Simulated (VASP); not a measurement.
# GaN: GW quasiparticle gap, part 2 of 3

Aim: the quasiparticle gap of GaN, and what it costs to get it. The cell is of the zinc-blende type, one of the forms listed for this formula. The start is a computed cell from the Materials Project.

VASP 6.6.1, plane waves and PAW; the level of theory is named at each step.

So far, quasiparticle gap on the mesh (eV): step 3 (G0W0, ENCUTGW 100, bands in the sums 56) 2.82. Also gap on the k-mesh (eV): step 2 (empty bands) 1.72.

### Step 4. Empty bands

This step: PBE; plane waves and PAW (Ga_d_GW, N_GW) (VASP 6.6.1).

The empty bands are made again, for the run that follows.

INCAR reads:

```
SYSTEM = GaN
PREC = Accurate
ENCUT = 450
ISMEAR = 0
SIGMA = 0.01
LREAL = .FALSE.
GGA = PE
NBANDS = 88
ALGO = Exact
NELM = 1
LWAVE = .TRUE.
LCHARG = .FALSE.
LOPTICS = .TRUE.
NEDOS = 1000
CSHIFT = 0.1
```

POSCAR reads:

```
GaN
1.0
    0.0000000000      2.2535006075      2.2535006075
    2.2535006075      0.0000000000      2.2535006075
    2.2535006075      2.2535006075      0.0000000000
Ga N
1 1
Direct
    0.0000000000      0.0000000000      0.0000000000
    0.7500000000      0.7500000000      0.7500000000
```

KPOINTS reads:

```
Automatic mesh
0
Gamma
6 6 6
0 0 0
```

The projector-augmented-wave data sets are Ga_d_GW and N_GW (PBE family, release 64).

Started as:

```
$ mpirun -np 8 vasp_std
```

The log of the run:

```text
[banner, memory and clock lines left out]
running    8 mpi-ranks, on    1 nodes
[...]
[... a notice as in an earlier step ...]

 LDA part: xc-table for (Slater+PW92), standard interpolation
 found WAVECAR, reading the header
  number of bands has changed, file:    15 present:    88
  trying to continue reading WAVECAR, but it might fail
 POSCAR, INCAR and KPOINTS ok, starting setup
[...]
reading WAVECAR
 random initialization beyond band           15
 the WAVECAR file was read successfully
 initial charge from wavefunction
 entering main loop
       N       E                     dE             d eps       ncg     rms          rms(c)
[... 1 cycle as in an earlier step ...]
   1 F= -.12125237E+02 E0= -.12125237E+02  d E =-.614541E-32
 writing wavefunctions
 optical routines
 imaginary and real dielectric function
 recalculating local potential from charge density
 direction            1
 direction            2
 direction            3
```

The job ended after 2.6 s (8 MPI ranks of Intel Xeon 6975P-C (Granite Rapids), shared host; peak memory 0.91 GiB).

Parts of OUTCAR (step 4):

```text
  Total        0.4964145      0.4964145      0.4964145      0.0000000     -0.0000000     -0.0000000
  in kB       34.7497785     34.7497785     34.7497785      0.0000000     -0.0000000     -0.0000000
  external PRESSURE =      34.7497785 kB  Pullay stress =       0.0000000 kB

 POSITION                                       TOTAL-FORCE (eV/Angst)
 -----------------------------------------------------------------------------------
      0.00000      0.00000      0.00000        -0.000000     -0.000000     -0.000000
      3.38025      3.38025      3.38025         0.000000      0.000000      0.000000
 -----------------------------------------------------------------------------------
    total drift:                               -0.000016     -0.000016     -0.000016

[... 3 parts as in an earlier step ...]

[... 2 further parts left out ...]
[key lines of the parts left out:]
E-fermi :   5.1782
```

WAVECAR now holds 88 bands for 18 electrons.

### Step 5. G0W0, ENCUTGW 140, bands in the sums 88

This step: G0W0 on PBE; plane waves and PAW (Ga_d_GW, N_GW) (VASP 6.6.1).

ENCUTGW rises to 140 eV and the bands with it, to about the number of plane waves under that cutoff.

INCAR reads:

```
SYSTEM = GaN
PREC = Accurate
ENCUT = 450
ISMEAR = 0
SIGMA = 0.01
LREAL = .FALSE.
GGA = PE
NBANDS = 88
ALGO = EVGW0
NELMGW = 1
ENCUTGW = 140
NOMEGA = 48
PRECFOCK = Fast
NBANDSGW = 24
LWAVE = .FALSE.
LCHARG = .FALSE.
```

POSCAR is that of step 4.

KPOINTS is that of step 4.

Started as:

```
$ mpirun -np 8 vasp_std
```

The log of the run:

```text
[banner, memory and clock lines left out]
running    8 mpi-ranks, on    1 nodes
[...]
[... a notice as in an earlier step ...]

|                                                                             |
|           W    W    AA    RRRRR   N    N  II  N    N   GGGG   !!!           |
|           W    W   A  A   R    R  NN   N  II  NN   N  G    G  !!!           |
|           W    W  A    A  R    R  N N  N  II  N N  N  G       !!!           |
|           W WW W  AAAAAA  RRRRR   N  N N  II  N  N N  G  GGG   !            |
|           WW  WW  A    A  R   R   N   NN  II  N   NN  G    G                |
|           W    W  A    A  R    R  N    N  II  N    N   GGGG   !!!           |
|                                                                             |
|     The default for ENCUTGWSOFT is different in this version of VASP.       |
|     please manually set ENCUTGWSOFT =140 in the INCAR file.                 |
|                                                                             |

[...]
total number of BLAS operations        490.25 Gflops
NQ=  12   -0.3333    0.3333    0.0000,
|.........|.........|.........|.........|.........|.........|.........|.........
 performed       9458000 updates of chi_q(r,r)
 total number of BLAS operations        546.65 Gflops
NQ=  13    0.5000    0.5000    0.0000,
|.........|.........|.........|.........|.........|.........|.........|.........
 performed       9959000 updates of chi_q(r,r)
 total number of BLAS operations        580.60 Gflops
NQ=  14    0.5000    0.3333    0.1667,
|.........|.........|.........|.........|.........|.........|.........|.........
 performed      11110000 updates of chi_q(r,r)
 total number of BLAS operations        648.76 Gflops
NQ=  15   -0.3333    0.3333    0.1667,
|.........|.........|.........|.........|.........|.........|.........|.........
 performed      12194000 updates of chi_q(r,r)
 total number of BLAS operations        715.94 Gflops
NQ=  16   -0.3333    0.5000    0.1667,
|.........|.........|.........|.........|.........|.........|.........|.........
 performed      13088000 updates of chi_q(r,r)
 total number of BLAS operations        776.49 Gflops
 resolving degeneracies of screened two electron integrals

 calculate QP shifts <psi_nk| G(iteration)W_0 |psi_nk>: iteration 1
 entering main loop
[key lines of the parts left out:]
E-fermi :   5.9591
```

Elapsed: 46 s, on 8 MPI ranks; peak memory 1.5 GiB; 5.9 min of CPU time.

From OUTCAR (step 5):

```text
 QP shifts <psi_nk| G(iteration)W_0 |psi_nk>: iteration 1
 for sc-GW calculations column KS-energies equals QP-energies in previous step
 and V_xc(KS)=  KS-energies - (<T + V_ion + V_H > + <T+V_H+V_ion>^1  + <V_x>^1)
 k-point   1 :       0.0000    0.0000    0.0000
  band No.  KS-energies  QP-energies   sigma(KS)   V_xc(KS)     V^pw_x(r,r')   Z            occupation Imag(sigma)
    ...
      6      -8.0769     -11.1327     -25.9707     -21.8074     -35.1863       0.7340       2.0000       0.1919
      7       5.0978       4.5836     -18.4039     -17.7320     -21.3412       0.7652       2.0000       0.0918
      8       5.0978       4.5836     -18.4039     -17.7320     -21.3412       0.7652       2.0000       0.0918
      9       5.0978       4.5836     -18.4039     -17.7320     -21.3412       0.7652       2.0000       0.0918
     10       6.8203       7.4435     -12.5789     -13.3584      -9.0917       0.7995       0.0000      -0.0663
     11      15.3897      16.1112     -10.5203     -11.4287      -5.3700       0.7943       0.0000      -0.1410
     12      15.3897      16.1112     -10.5203     -11.4287      -5.3700       0.7943       0.0000      -0.1410
     13      15.3897      16.1112     -10.5203     -11.4287      -5.3700       0.7943       0.0000      -0.1410
    ...

[... 1 part as in an earlier step ...]

[... 2 further parts left out ...]
[key lines of the parts left out:]
E-fermi :   5.9591
```

The gap is now 2.860 eV, +42 meV against the GW run before. Spin-orbit coupling is left out.

### Step 6. Empty bands

This step: PBE; plane waves and PAW (Ga_d_GW, N_GW) (VASP 6.6.1).

The empty bands are made again, for the run that follows.

INCAR reads:

```
SYSTEM = GaN
PREC = Accurate
ENCUT = 450
ISMEAR = 0
SIGMA = 0.01
LREAL = .FALSE.
GGA = PE
NBANDS = 128
ALGO = Exact
NELM = 1
LWAVE = .TRUE.
LCHARG = .FALSE.
LOPTICS = .TRUE.
NEDOS = 1000
CSHIFT = 0.1
```

POSCAR is that of step 5.

KPOINTS is that of step 5.

Started as:

```
$ mpirun -np 8 vasp_std
```

The log of the run:

```text
[banner, memory and clock lines left out]
running    8 mpi-ranks, on    1 nodes
[...]
[... a notice as in an earlier step ...]

 LDA part: xc-table for (Slater+PW92), standard interpolation
 found WAVECAR, reading the header
  number of bands has changed, file:    15 present:   128
  trying to continue reading WAVECAR, but it might fail
 POSCAR, INCAR and KPOINTS ok, starting setup
[...]
reading WAVECAR
 random initialization beyond band           15
 the WAVECAR file was read successfully
 initial charge from wavefunction
 entering main loop
       N       E                     dE             d eps       ncg     rms          rms(c)
DIA:   1    -0.121252374664E+02   -0.12125E+02    0.00000E+00     0   0.000E+00
   1 F= -.12125237E+02 E0= -.12125237E+02  d E =-.424536-113
 writing wavefunctions
 optical routines
 imaginary and real dielectric function
 recalculating local potential from charge density
 direction            1
 direction            2
 direction            3
```

Elapsed: 2.8 s, on 8 MPI ranks; peak memory 0.94 GiB; 17 s of CPU time.

From OUTCAR (step 6):

```text
  Total        0.4964145      0.4964145      0.4964145     -0.0000000      0.0000000     -0.0000000
  in kB       34.7497780     34.7497780     34.7497780     -0.0000000      0.0000000     -0.0000000
  external PRESSURE =      34.7497780 kB  Pullay stress =       0.0000000 kB

  FREE ENERGIE OF THE ION-ELECTRON SYSTEM (eV)
  ---------------------------------------------------
  free  energy   TOTEN  =       -12.1252374664 eV

  energy  without entropy=      -12.1252374664  energy(sigma->0) =      -12.12523747

[... 2 parts as in an earlier step ...]

[... 2 further parts left out ...]
[key lines of the parts left out:]
E-fermi :   5.2564
```

WAVECAR now holds 128 bands for 18 electrons.

### Step 7. G0W0, ENCUTGW 180, bands in the sums 128

This step: G0W0 on PBE; plane waves and PAW (Ga_d_GW, N_GW) (VASP 6.6.1).

ENCUTGW rises to 180 eV and the bands with it, to about the number of plane waves under that cutoff.

INCAR reads:

```
SYSTEM = GaN
PREC = Accurate
ENCUT = 450
ISMEAR = 0
SIGMA = 0.01
LREAL = .FALSE.
GGA = PE
NBANDS = 128
ALGO = EVGW0
NELMGW = 1
ENCUTGW = 180
NOMEGA = 48
PRECFOCK = Fast
NBANDSGW = 24
LWAVE = .FALSE.
LCHARG = .FALSE.
```

POSCAR is that of step 6.

KPOINTS is that of step 6.

Started as:

```
$ mpirun -np 8 vasp_std
```

The log of the run:

```text
[banner, memory and clock lines left out]
running    8 mpi-ranks, on    1 nodes
[...]
[... a notice as in an earlier step ...]

|                                                                             |
|           W    W    AA    RRRRR   N    N  II  N    N   GGGG   !!!           |
|           W    W   A  A   R    R  NN   N  II  NN   N  G    G  !!!           |
|           W    W  A    A  R    R  N N  N  II  N N  N  G       !!!           |
|           W WW W  AAAAAA  RRRRR   N  N N  II  N  N N  G  GGG   !            |
|           WW  WW  A    A  R   R   N   NN  II  N   NN  G    G                |
|           W    W  A    A  R    R  N    N  II  N    N   GGGG   !!!           |
|                                                                             |
|     The default for ENCUTGWSOFT is different in this version of VASP.       |
|     please manually set ENCUTGWSOFT =180 in the INCAR file.                 |
|                                                                             |

[...]
total number of BLAS operations       1662.52 Gflops
NQ=  12   -0.3333    0.3333    0.0000,
|.........|.........|.........|.........|.........|.........|.........|.........
 performed      13951000 updates of chi_q(r,r)
 total number of BLAS operations       1818.57 Gflops
NQ=  13    0.5000    0.5000    0.0000,
|.........|.........|.........|.........|.........|.........|.........|.........
 performed      14696000 updates of chi_q(r,r)
 total number of BLAS operations       1898.80 Gflops
NQ=  14    0.5000    0.3333    0.1667,
|.........|.........|.........|.........|.........|.........|.........|.........
 performed      16387000 updates of chi_q(r,r)
 total number of BLAS operations       2106.87 Gflops
NQ=  15   -0.3333    0.3333    0.1667,
|.........|.........|.........|.........|.........|.........|.........|.........
 performed      17980000 updates of chi_q(r,r)
 total number of BLAS operations       2296.57 Gflops
NQ=  16   -0.3333    0.5000    0.1667,
|.........|.........|.........|.........|.........|.........|.........|.........
 performed      19296000 updates of chi_q(r,r)
 total number of BLAS operations       2458.53 Gflops
 resolving degeneracies of screened two electron integrals

 calculate QP shifts <psi_nk| G(iteration)W_0 |psi_nk>: iteration 1
 entering main loop
[key lines of the parts left out:]
E-fermi :   5.9591
```

Elapsed: 65 s, on 8 MPI ranks; peak memory 1.7 GiB.

From OUTCAR (step 7):

```text
 QP shifts <psi_nk| G(iteration)W_0 |psi_nk>: iteration 1
 for sc-GW calculations column KS-energies equals QP-energies in previous step
 and V_xc(KS)=  KS-energies - (<T + V_ion + V_H > + <T+V_H+V_ion>^1  + <V_x>^1)
 k-point   1 :       0.0000    0.0000    0.0000
  band No.  KS-energies  QP-energies   sigma(KS)   V_xc(KS)     V^pw_x(r,r')   Z            occupation Imag(sigma)
    ...
      6      -8.0769     -10.9700     -25.7553     -21.8074     -35.1863       0.7328       2.0000       0.1897
      7       5.0978       4.4636     -18.5626     -17.7320     -21.3412       0.7635       2.0000       0.0993
      8       5.0978       4.4636     -18.5626     -17.7320     -21.3412       0.7635       2.0000       0.0993
      9       5.0978       4.4636     -18.5626     -17.7320     -21.3412       0.7635       2.0000       0.0993
     10       6.8203       7.3467     -12.6993     -13.3584      -9.0917       0.7986       0.0000      -0.0601
     11      15.3897      16.0391     -10.6111     -11.4287      -5.3700       0.7943       0.0000      -0.1186
     12      15.3897      16.0391     -10.6111     -11.4287      -5.3700       0.7943       0.0000      -0.1186
     13      15.3897      16.0391     -10.6111     -11.4287      -5.3700       0.7943       0.0000      -0.1186
    ...

[... 1 part as in an earlier step ...]

[... 2 further parts left out ...]
[key lines of the parts left out:]
E-fermi :   5.9591
```

The gap is now 2.883 eV, +23 meV against the GW run before. Spin-orbit coupling is left out.

### Step 8. Empty bands

This step: PBE; plane waves and PAW (Ga_d_GW, N_GW) (VASP 6.6.1).

The empty bands are made again, for the run that follows.

INCAR reads:

```
SYSTEM = GaN
PREC = Accurate
ENCUT = 450
ISMEAR = 0
SIGMA = 0.01
LREAL = .FALSE.
GGA = PE
NBANDS = 176
ALGO = Exact
NELM = 1
LWAVE = .TRUE.
LCHARG = .FALSE.
LOPTICS = .TRUE.
NEDOS = 1000
CSHIFT = 0.1
```

POSCAR is that of step 7.

KPOINTS is that of step 7.

Started as:

```
$ mpirun -np 8 vasp_std
```

The log of the run:

```text
[banner, memory and clock lines left out]
running    8 mpi-ranks, on    1 nodes
[...]
[... a notice as in an earlier step ...]

 LDA part: xc-table for (Slater+PW92), standard interpolation
 found WAVECAR, reading the header
  number of bands has changed, file:    15 present:   176
  trying to continue reading WAVECAR, but it might fail
 POSCAR, INCAR and KPOINTS ok, starting setup
[...]
reading WAVECAR
 random initialization beyond band           15
 the WAVECAR file was read successfully
 initial charge from wavefunction
 entering main loop
       N       E                     dE             d eps       ncg     rms          rms(c)
DIA:   1    -0.121252374668E+02   -0.12125E+02    0.00000E+00     0   0.000E+00
   1 F= -.12125237E+02 E0= -.12125237E+02  d E =-.230993E-11
 writing wavefunctions
 optical routines
 imaginary and real dielectric function
 recalculating local potential from charge density
 direction            1
 direction            2
 direction            3
```

It took 2.4 s on 8 MPI ranks; peak memory 0.95 GiB; 13 s of CPU time.

OUTCAR, selected parts (step 8):

```text
  Total        0.4964145      0.4964145      0.4964145     -0.0000000      0.0000000     -0.0000000
  in kB       34.7497785     34.7497785     34.7497785     -0.0000000      0.0000000     -0.0000000
  external PRESSURE =      34.7497785 kB  Pullay stress =       0.0000000 kB

 POSITION                                       TOTAL-FORCE (eV/Angst)
 -----------------------------------------------------------------------------------
      0.00000      0.00000      0.00000         0.000000     -0.000000     -0.000000
      3.38025      3.38025      3.38025        -0.000000      0.000000      0.000000
 -----------------------------------------------------------------------------------
    total drift:                               -0.000016     -0.000016     -0.000016

  FREE ENERGIE OF THE ION-ELECTRON SYSTEM (eV)
  ---------------------------------------------------
  free  energy   TOTEN  =       -12.1252374668 eV

  energy  without entropy=      -12.1252374668  energy(sigma->0) =      -12.12523747

[... 1 part as in an earlier step ...]

[... 2 further parts left out ...]
[key lines of the parts left out:]
E-fermi :   5.1394
```

WAVECAR now holds 176 bands for 18 electrons.

(Part 2 of 3 ends here.)

[Lines on the potential files, build, host, timing and source positions are cut from VASP's logs without a mark.]

[Logs are printed without paths, hosts, clocks, repeated set-up lines and the standing remarks that a program may print on its own settings, such as how far it seeks lower states.]

[Hosts, paths, dates, database ids (printed as entryN), source tags and the programs' standing remarks are cut or masked in the printed files.]

[Pressures printed for these runs are not shown converged in the cutoff: they can be off by several GPa and have the wrong sign.]
